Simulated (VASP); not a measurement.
OSZICAR of a VASP run on RuAl (CsCl type):

File OSZICAR:
```
       N       E                     dE             d eps       ncg     rms          rms(c)
DAV:   1     0.113873298419E+03    0.11387E+03   -0.94252E+03  2032   0.132E+03
DAV:   2    -0.115572702056E+02   -0.12543E+03   -0.12072E+03  2176   0.347E+02
DAV:   3    -0.139569902974E+02   -0.23997E+01   -0.23026E+01  2428   0.485E+01
DAV:   4    -0.139810681076E+02   -0.24078E-01   -0.24069E-01  2228   0.493E+00
DAV:   5    -0.139817287023E+02   -0.66059E-03   -0.66058E-03  2544   0.735E-01    0.112E+01
DAV:   6    -0.134634220444E+02    0.51831E+00   -0.34076E+00  2140   0.210E+01    0.259E+00
DAV:   7    -0.133906026260E+02    0.72819E-01   -0.28463E-01  2124   0.628E+00    0.201E+00
DAV:   8    -0.133761361745E+02    0.14466E-01   -0.18263E-02  2156   0.145E+00    0.209E-01
DAV:   9    -0.133760028750E+02    0.13330E-03   -0.28610E-04  2436   0.168E-01    0.137E-01
DAV:  10    -0.133760055426E+02   -0.26676E-05   -0.32422E-05  2492   0.772E-02    0.705E-03
DAV:  11    -0.133760042658E+02    0.12768E-05   -0.18392E-06  2396   0.175E-02    0.478E-03
DAV:  12    -0.133760036594E+02    0.60639E-06   -0.75661E-08  1324   0.255E-03    0.248E-04
DAV:  13    -0.133760036572E+02    0.22264E-08   -0.77405E-09  1044   0.800E-04
   1 F= -.13376004E+02 E0= -.13375911E+02  d E =-.277928E-03
```

Problem. Which electronic solver shows in the log?

Solution. It is blocked Davidson (ALGO = Normal, or the opening steps of other solvers). The INCAR had ALGO = Normal.

Problem. Can the final energy be trusted as converged?

Solution. The run converged. It stopped with EDIFF = 1E-7, NELM = 100 (RPBE GGA, plane waves, VASP's PBE PAW potentials (set 64)).

The compound is RuAl in the CsCl type structure. It was relaxed first. The electron count is odd and the run is not spin-polarised, which forces a metal.
